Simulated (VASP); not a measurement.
The cell holds one MgH₂ (rutile) (110) slab, with vacuum along c, ions free to move until forces fall under 0.03 eV/Å, no reconstruction beyond this cell, dipole correction on. Ionisation potential and electron affinity count from the cell's own band edges, surface states included.

Given:

```xyz
18
Lattice="2.9899 0.0000 0.0000 0.0000 6.3319 0.0000 0.0000 0.0000 24.3561" Properties=species:S:1:pos:R:3 pbc="T T T"
H      0.0000     3.1659     7.7160
H      0.0000     0.0000    10.9634
H      1.4950     5.1476     8.9012
H      1.4950     1.1843     8.9012
H      0.0000     3.1659    10.2267
H      0.0000     3.1659    14.1293
H      1.4950     1.9070    12.1780
H      1.4950     4.4249    12.1780
H      0.0000     0.0000    13.3927
H      1.4950     5.1476    15.4549
H      1.4950     1.1843    15.4549
H      0.0000     3.1659    16.6401
Mg     0.0000     0.0000     9.1155
Mg     1.4950     3.1659     8.8277
Mg     0.0000     3.1659    12.1780
Mg     1.4950     0.0000    12.1780
Mg     0.0000     0.0000    15.2405
Mg     1.4950     3.1659    15.5283
```

Level of theory: r2SCAN meta-GGA, VASP's PBE PAW potentials (set 64) (plane waves; VASP 6.6.1). Run with 400 eV cut-off, 7×3×1 Γ-centred mesh, Gaussian smearing of 0.050 eV, potentials H Mg.

Slab and bulk use different k-meshes, so the surface energy is good to a few per cent at best.

The surface energy is 0.59 J/m² and the ionisation potential is 6.17 eV. The electron affinity is 2.30 eV.

The cell is a thin slab with vacuum, built from MgH2 (rutile): (110) face.
